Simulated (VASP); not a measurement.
Data:

```yaml
crystal:
  lattice:
    - [0.00000, 1.76909, 1.76909]
    - [1.76909, 0.00000, 1.76909]
    - [1.76909, 1.76909, 0.00000]
  atoms:
    - { symbol: Ni, position: [0.00000, 0.00000, 0.00000], spin: 0.6 }
```

Method: vdW-DF-cx, VASP's PBE PAW potentials (set 64) (plane waves; VASP). Run with 520 eV cut-off, 18×18×18 Γ-centred mesh, first-order Methfessel-Paxton smearing of 0.10 eV, potentials Ni.

### Question
Predict the cell moment, energy per atom (σ→0), pressure, band gap (on the k-mesh) with the smallest direct gap where there is one.

### Answer

```
Item                                                        Result
------------------------  ----------------------------------------
band gap (on the k-mesh)  none (metal, semimetal or under 0.01 eV)
cell moment                                                0.61 μB
energy per atom (σ→0)                               -3.016 eV/atom
pressure                                                -11.11 GPa
```

### Question
Give the moment on each site (PAW-sphere projection).

### Answer

| site | moment (μB) |
|---|---|
| Ni1 | 0.62 |

Only differences to runs with the same potentials and settings are physical.

The compound is Ni in the fcc structure. This cell is one point of a volume scan, at 1.06 of the reference volume.
